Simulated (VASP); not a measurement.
Level of theory: PBE GGA with D3 dispersion (zero damping), VASP's PBE PAW potentials (set 64) (plane waves; VASP 6.6.1).

VASP input:

**POSCAR**
```
WSe2
1
    1.6454398877    -2.8499851586     0.0000000000
    1.6454398877     2.8499851586     0.0000000000
    0.0000000000     0.0000000000    13.0234064155
W Se
2 4
Direct
  0.3333330000   0.6666670000   0.2500000000
  0.6666670000   0.3333330000   0.7500000000
  0.3333330000   0.6666670000   0.8793545655
  0.6666670000   0.3333330000   0.3793545655
  0.6666670000   0.3333330000   0.1206454345
  0.3333330000   0.6666670000   0.6206454345
```

KPOINTS:
```
Automatic mesh
0
Gamma
9 9 2
0 0 0
```

INCAR:
```
! general
SYSTEM =WSe2
PREC   =Accurate
ENCUT  =520
LREAL  =.FALSE.
LASPH  =.TRUE.

! electronic loop
EDIFF  =1E-7
NELM   =100
ALGO   =Normal
LMAXMIX=6

! smearing
ISMEAR =-5

! functional
GGA    =PE
IVDW   =11

! ions
ISIF   =2

! output
LWAVE  =.FALSE.
LCHARG =.TRUE.
LORBIT =11
NEDOS  =601
```

POTCAR, in this order: W_sv Se (PBE.64 set). Program: vasp_std.

Task: What does the run give for the energy per atom (σ→0), dispersion energy?

Result: 
| Quantity | Result |
|---|---|
| energy per atom (σ→0) | -7.520 eV/atom |
| dispersion energy | -1.978 eV |

### OSZICAR
```
...
DAV:  10    -0.431439553562E+02    0.12176E-02   -0.19232E-02  1947   0.882E-01    0.194E-01
DAV:  11    -0.431438238880E+02    0.13147E-03   -0.27347E-03  1890   0.322E-01    0.151E-01
DAV:  12    -0.431438031550E+02    0.20733E-04   -0.11037E-04  1903   0.576E-02    0.945E-02
DAV:  13    -0.431438011914E+02    0.19636E-05   -0.11168E-04  1916   0.584E-02    0.584E-03
DAV:  14    -0.431438021146E+02   -0.92320E-06   -0.41527E-06  1770   0.121E-02    0.493E-03
DAV:  15    -0.431438023254E+02   -0.21081E-06   -0.29010E-07  1561   0.279E-03    0.352E-03
DAV:  16    -0.431438024137E+02   -0.88323E-07   -0.11552E-07  1192   0.213E-03
   1 F= -.45121507E+02 E0= -.45121507E+02  d E =0.000000E+00
```

The compound is WSe2 in the 2H layered structure. It was relaxed first.
